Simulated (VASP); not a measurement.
# RbSrCl3 (Pm-3m) in VASP: further runs

The runs below take RbSrCl3 through single point, with LDA.

Everything below comes from runs of VASP 6.6.1. Logs are shortened: lines on timing, memory, paths and dates and some standing lists are left out, and cuts for length are marked.

## (1) Starting point

It takes space group Pm-3m (No. 221, cubic). The conventional cell has a = 5.619 Å, b = 5.619 Å, c = 5.619 Å, α = 90.00°, β = 90.00°, γ = 90.00°. Rb (site symmetry m-3m) has 12 Cl at 3.97 Å as nearest neighbours. Sr (site symmetry m-3m) is surrounded by 6 Cl at 2.81 Å. Around Cl (site symmetry 4/mmm) lie 2 Sr at 2.81 Å.

The cell comes from a database or a generator and needn't be the stable form of this composition.

## (2) Single point, LDA

Contents of INCAR:

```
SYSTEM = RbSrCl3
PREC = Accurate
ENCUT = 520
EDIFF = 1E-7
ISMEAR = 0
SIGMA = 0.01
LREAL = .FALSE.
LASPH = .TRUE.
NELM = 100
ALGO = Normal
ISIF = 2
LWAVE = .FALSE.
LCHARG = .FALSE.
GGA = CA
NBANDS = 28
```

Contents of KPOINTS:

```
regular mesh
0
G
  3 3 3
  0 0 0
```

Contents of POSCAR:

```
RbSrCl3
1.0
    5.6193174815      0.0000000000      0.0000000000
    0.0000000000      5.6193174815      0.0000000000
    0.0000000000      0.0000000000      5.6193174815
Rb Sr Cl
1 1 3
Direct
    0.5000000000      0.5000000000      0.5000000000
    0.0000000000      0.0000000000      0.0000000000
    0.5000000000      0.0000000000      0.0000000000
    0.0000000000      0.5000000000      0.0000000000
    0.0000000000      0.0000000000      0.5000000000
```

Potentials or basis: VASP PAW LDA potentials, release 64 (Rb_sv, Sr_sv, Cl).

Command:

```bash
$ cat potpaw_LDA.64/Rb_sv/POTCAR potpaw_LDA.64/Sr_sv/POTCAR potpaw_LDA.64/Cl/POTCAR > POTCAR
$ mpirun -np 1 vasp_std > vasp.out
```

OUTCAR:

```text
SYSTEM = RbSrCl3
   PREC = Accurate
   ENCUT = 520
   EDIFF = 1E-7
   ISMEAR = 0
   LREAL = .FALSE.
   LASPH = .TRUE.
   NELM = 100
   ISIF = 2
   GGA = CA

 ion  position               nearest neighbor table
   1  0.500  0.500  0.500-   3 3.97   4 3.97   5 3.97   3 3.97   4 3.97   3 3.97   5 3.97   3 3.97
                             4 3.97   5 3.97   4 3.97   5 3.97   2 4.87   2 4.87   2 4.87   2 4.87
   2  0.000  0.000  0.000-   3 2.81   4 2.81   5 2.81   5 2.81   4 2.81   3 2.81   1 4.87   1 4.87
                             1 4.87   1 4.87   1 4.87   1 4.87   1 4.87   1 4.87
   3  0.500  0.000  0.000-   2 2.81   2 2.81   1 3.97   1 3.97   1 3.97   1 3.97
   4  0.000  0.500  0.000-   2 2.81   2 2.81   1 3.97   1 3.97   1 3.97   1 3.97
   5  0.000  0.000  0.500-   2 2.81   2 2.81   1 3.97   1 3.97   1 3.97   1 3.97

  LATTYP: Found a simple cubic cell.
 ALAT       =     5.6193174815

  Lattice vectors:

 A1 = (   5.6193174815,   0.0000000000,   0.0000000000)
 A2 = (   0.0000000000,   5.6193174815,   0.0000000000)
 A3 = (   0.0000000000,   0.0000000000,   5.6193174815)

Analysis of symmetry for initial positions (statically):
=====================================================================
 Subroutine PRICEL returns:
 Original cell was already a primitive cell.

 Routine SETGRP: Setting up the symmetry group for a
 simple cubic supercell.

 Subroutine GETGRP returns: Found 48 space group operations
 (whereof 48 operations were pure point group operations)
 out of a pool of 48 trial point group operations.

The static configuration has the point symmetry O_h .

Analysis of symmetry for dynamics (positions and initial velocities):
=====================================================================
 Subroutine PRICEL returns:
 Original cell was already a primitive cell.

 Routine SETGRP: Setting up the symmetry group for a
 simple cubic supercell.

 Subroutine GETGRP returns: Found 48 space group operations
 (whereof 48 operations were pure point group operations)
 out of a pool of 48 trial point group operations.

The dynamic configuration has the point symmetry O_h .

 Subroutine INISYM returns: Found 48 space group operations
 (whereof 48 operations are pure point group operations),
 and found     1 'primitive' translations

----------------------------------------------------------------------------------------

                                     Primitive cell

  volume of cell :     177.4397

  direct lattice vectors                    reciprocal lattice vectors
     5.619317482  0.000000000  0.000000000     0.177957555  0.000000000  0.000000000
     0.000000000  5.619317482  0.000000000     0.000000000  0.177957555  0.000000000
     0.000000000  0.000000000  5.619317482     0.000000000  0.000000000  0.177957555

  length of vectors
     5.619317482  5.619317482  5.619317482     0.177957555  0.177957555  0.177957555

  position of ions in fractional coordinates (direct lattice)
     0.500000000  0.500000000  0.500000000
     0.000000000  0.000000000  0.000000000
     0.500000000  0.000000000  0.000000000
     0.000000000  0.500000000  0.000000000
     0.000000000  0.000000000  0.500000000

  ion indices of the primitive-cell ions
   primitive index   ion index
                 1           1
                 2           2
                 3           3
                 4           4
                 5           5

----------------------------------------------------------------------------------------

 KPOINTS: regular mesh

Automatic generation of k-mesh.
 Grid dimensions read from file:
 generate k-points for:    3    3    3

 Generating k-lattice:

  Cartesian coordinates                     Fractional coordinates (reciprocal lattice)
     0.059319185  0.000000000  0.000000000     0.333333333  0.000000000  0.000000000
     0.000000000  0.059319185  0.000000000     0.000000000  0.333333333  0.000000000
     0.000000000  0.000000000  0.059319185     0.000000000  0.000000000  0.333333333

  Length of vectors
     0.059319185  0.059319185  0.059319185

  Shift w.r.t. Gamma in fractional coordinates (k-lattice)
     0.000000000  0.000000000  0.000000000

 Subroutine IBZKPT returns following result:
 ===========================================

 Found      4 irreducible k-points:

 Following reciprocal coordinates:
            Coordinates               Weight
  0.000000  0.000000  0.000000      1.000000
  0.333333  0.000000  0.000000      6.000000
  0.333333  0.333333  0.000000     12.000000
  0.333333  0.333333  0.333333      8.000000
   k-points           NKPTS =      4   k-points in BZ     NKDIM =      4   number of bands    NBANDS=     28
   number of dos      NEDOS =    301   number of ions     NIONS =      5
   total plane-waves  NPLWV =  74088
   dimension x,y,z NGX =    42 NGY =   42 NGZ =   42
   dimension x,y,z NGXF=    84 NGYF=   84 NGZF=   84
   ions per type =               1   1   3
   NGX,Y,Z   is equivalent  to a cutoff of  12.43, 12.43, 12.43 a.u.
   NGXF,Y,Z  is equivalent  to a cutoff of  24.85, 24.85, 24.85 a.u.
 SYSTEM =  RbSrCl3
   PREC   = accura    normal or accurate (medium, high low for compatibility)
   ISTART =      0    job   : 0-new  1-cont  2-samecut
   ICHARG =      2    charge: 1-file 2-atom 10-const
   ISPIN  =      1    spin polarized calculation?
   LNONCOLLINEAR =      F non collinear calculations
   LSORBIT =      F    spin-orbit coupling
   LASPH  =      T    aspherical Exc in radial PAW
   ENCUT  =  520.0 eV  38.22 Ry    6.18 a.u.  10.45 10.45 10.45*2*pi/ulx,y,z
   NELM   =    100;   NELMIN=  2; NELMDL= -5     # of ELM steps
   EDIFF  = 0.1E-06   stopping-criterion for ELM
   LREAL  =      F    real-space projection
   EDIFFG = 0.1E-05   stopping-criterion for IOM
   NSW    =      0    number of steps for IOM
   IBRION =     -1    ionic relax: 0-MD 1-quasi-New 2-CG
   NFREE  =      0    steps in history (QN), initial steepest desc. (CG)
   ISIF   =      2    stress and relaxation
   ISYM   =      2    0-nonsym 1-usesym 2-fastsym
   POTIM  = 0.5000    time-step for ionic-motion
   TEBEG  =    0.0;   TEEND  =   0.0 temperature during run
   PSTRESS=    0.0 pullay stress
   NELECT =      40.0000    total number of electrons
   NUPDOWN=      -1.0000    fix difference up-down
   EMIN   =  10.00;   EMAX   =-10.00  energy-range for DOS
   EFERMI =   0.00;   METHOD = LEGACY
   ISMEAR =     0;   SIGMA  =   0.01  broadening in eV -4-tet -1-fermi 0-gaus
   EFERMI_NEDOS =   21; number of points for ismear=-14 and -15
   IALGO  =     38    algorithm
   IMIX   =      4    mixing-type and parameters
     AMIX     =   0.40;   BMIX     =  1.00
     AMIX_MAG =   1.60;   BMIX_MAG =  1.00
  volume/ion in A,a.u.               =      35.49       239.48
  Fermi-wavevector in a.u.,A,eV,Ry     =   0.996348  1.882826 13.506643  0.992710
  Thomas-Fermi vector in A             =   2.128431
   LORBIT       =      0    0 simple, 1 ext, 2 COOP (PROOUT), +10 PAW based schemes
   GGA     = CA    functional components
   LHFCALC =     F    Hartree Fock is set to
   AEXX    =    0.0000 exact exchange contribution
   IVDW    =     0    specifies the selected vdW correction
   LEPSILON=     F    determine dielectric tensor
   LRPA    =     F    only Hartree local field effects (RPA)
 non-spin polarized calculation
 Gauss-broadening in eV      SIGMA  =   0.01
  energy-cutoff  :      520.00
  volume of cell :      177.44
 maximum number of plane-waves:      4801
 NGX is ok and might be reduce to    42
   NGX = 21   NGY = 21   NGZ = 21

 number of electron      39.9999989 magnetization

 Free energy of the ion-electron system (eV)
  ---------------------------------------------------
  ext. energy  EPLUGINS =         0.00000000
  ---------------------------------------------------
  free energy    TOTEN  =       -20.78535813 eV

  energy without entropy =      -20.78535813  energy(sigma->0) =      -20.78535813

 E-fermi :  -1.7270     XC(G=0):  -7.8508

 val. band max:       -1.8397060642   @ k =   0.3333   0.3333   0.3333
 cond. band min:       2.5825708084   @ k =   0.0000   0.0000   0.0000
 fundamental gap:      4.4222768726
 Fermi energy:        -1.7270369318

 k-point     1 :       0.0000    0.0000    0.0000
  band No.  band energies     occupation
      1     -33.6346      2.00000
      2     -26.4464      2.00000
      3     -15.8918      2.00000
      4     -15.8918      2.00000
      5     -15.8918      2.00000
      6     -14.2164      2.00000
      7     -14.0016      2.00000
      8     -14.0016      2.00000
      9     -10.5620      2.00000
     10     -10.5620      2.00000
     11     -10.5620      2.00000
     12      -2.8144      2.00000
     13      -2.8144      2.00000
     14      -2.8144      2.00000
     15      -2.1590      2.00000
     16      -2.1590      2.00000
     17      -2.1590      2.00000
     18      -1.9272      2.00000
     19      -1.9272      2.00000
     20      -1.9272      2.00000
     21       2.5826      0.00000
     22       4.0371      0.00000
     23       4.0371      0.00000
     24       4.0371      0.00000
     25       4.8277      0.00000
     26       4.8277      0.00000
     27       6.2772      0.00000
     28       6.2776      0.00000

 k-point     2 :       0.3333    0.0000    0.0000
  band No.  band energies     occupation
      1     -33.6341      2.00000
      2     -26.4462      2.00000
      3     -16.1338      2.00000
      4     -15.8907      2.00000
      5     -15.8907      2.00000
      6     -14.1551      2.00000
      7     -13.9998      2.00000
      8     -13.6585      2.00000
      9     -10.5599      2.00000
     10     -10.5599      2.00000
     11     -10.5570      2.00000
     12      -3.2028      2.00000
     13      -2.7284      2.00000
     14      -2.7284      2.00000
     15      -2.5102      2.00000
     16      -2.3364      2.00000
     17      -2.3364      2.00000
     18      -2.2473      2.00000
     19      -1.9959      2.00000
     20      -1.9959      2.00000
     21       3.5663      0.00000
     22       4.2261      0.00000
     23       4.8973      0.00000
     24       4.8973      0.00000
     25       4.9943      0.00000
     26       5.5093      0.00000
     27       6.2798      0.00000
     28       6.4191      0.00000

 k-point     3 :       0.3333    0.3333    0.0000
  band No.  band energies     occupation
      1     -33.6337      2.00000
      2     -26.4459      2.00000
      3     -16.1339      2.00000
      4     -16.1314      2.00000
      5     -15.8895      2.00000
      6     -14.0797      2.00000
      7     -13.6760      2.00000
      8     -13.6471      2.00000
      9     -10.5650      2.00000
     10     -10.5598      2.00000
     11     -10.5576      2.00000
     12      -3.3884      2.00000
     13      -3.0009      2.00000
     14      -2.9663      2.00000
     15      -2.6370      2.00000
     16      -2.3950      2.00000
     17      -2.3606      2.00000
     18      -2.3190      2.00000
     19      -2.1836      2.00000
     20      -1.8715      2.00000
     21       4.2909      0.00000
     22       4.9918      0.00000
     23       5.0372      0.00000
     24       5.4266      0.00000
     25       5.6314      0.00000
     26       5.7038      0.00000
     27       6.3167      0.00000
     28       6.7397      0.00000

 k-point     4 :       0.3333    0.3333    0.3333
  band No.  band energies     occupation
      1     -33.6332      2.00000
      2     -26.4457      2.00000
      3     -16.1337      2.00000
      4     -16.1297      2.00000
      5     -16.1297      2.00000
      6     -13.7004      2.00000
      7     -13.6439      2.00000
      8     -13.6439      2.00000
      9     -10.5713      2.00000
     10     -10.5713      2.00000
     11     -10.5629      2.00000
     12      -3.5637      2.00000
     13      -2.9894      2.00000
     14      -2.9658      2.00000
     15      -2.9658      2.00000
     16      -2.8682      2.00000
     17      -2.8682      2.00000
     18      -1.9020      2.00000
     19      -1.9020      2.00000
     20      -1.8397      2.00000
     21       4.4648      0.00000
     22       5.0942      0.00000
     23       5.3391      0.00000
     24       5.3391      0.00000
     25       6.1866      0.00000
     26       6.1866      0.00000
     27       6.4931      0.00000
     28       6.9130      0.00000

------------------------ aborting loop because EDIFF is reached ----------------------------------------

  FORCE on cell =-STRESS in cart. coord.  units (eV):
  Direction    XX          YY          ZZ          XY          YZ          ZX
  --------------------------------------------------------------------------------------
  -------------------------------------------------------------------------------------
  Total       -1.6473034     -1.6473034     -1.6473034      0.0000000     -0.0000000      0.0000000
  in kB      -14.8741946    -14.8741946    -14.8741946      0.0000000     -0.0000000      0.0000000
  external PRESSURE =     -14.8741946 kB  Pullay stress =       0.0000000 kB

 VOLUME and BASIS-vectors are now :
 -----------------------------------------------------------------------------
  energy-cutoff  :      520.00
  volume of cell :      177.44
      direct lattice vectors                 reciprocal lattice vectors
     5.619317482  0.000000000  0.000000000     0.177957555  0.000000000  0.000000000
     0.000000000  5.619317482  0.000000000     0.000000000  0.177957555  0.000000000
     0.000000000  0.000000000  5.619317482     0.000000000  0.000000000  0.177957555

 POSITION                                       TOTAL-FORCE (eV/Angst)
 -----------------------------------------------------------------------------------
      2.80966      2.80966      2.80966         0.000000      0.000000      0.000000
      0.00000      0.00000      0.00000         0.000000      0.000000      0.000000
      2.80966      0.00000      0.00000         0.000000      0.000000      0.000000
      0.00000      2.80966      0.00000         0.000000      0.000000      0.000000
      0.00000      0.00000      2.80966         0.000000      0.000000      0.000000
 -----------------------------------------------------------------------------------
    total drift:                                0.000000      0.000000     -0.000000

  FREE ENERGIE OF THE ION-ELECTRON SYSTEM (eV)
  ---------------------------------------------------
  free  energy   TOTEN  =       -20.7853581320 eV

  energy  without entropy=      -20.7853581320  energy(sigma->0) =      -20.78535813
```

Run time: 13 s. Hardware: 1 thread of Intel Xeon 6975P-C (Granite Rapids), shared host; peak memory 0.21 GiB.

Results:

```yaml
Free_energy: -20.7854 eV
Pressure: -1.5 GPa
Band_gap_on_the_k_mesh: 4.42 eV, indirect (least direct gap 4.51 eV)
```

Levels at points of the mesh, in eV from the valence-band top:
```csv
k point,band 18,band 19,band 20,band 21,band 22,band 23
"(0.00, 0.00, 0.00)",-0.09,-0.09,-0.09,4.42,5.88,5.88
```

Caveat: an odd mesh through Γ misses points on the zone boundary, where band edges often lie.

(Continued in part 2 of 2.)
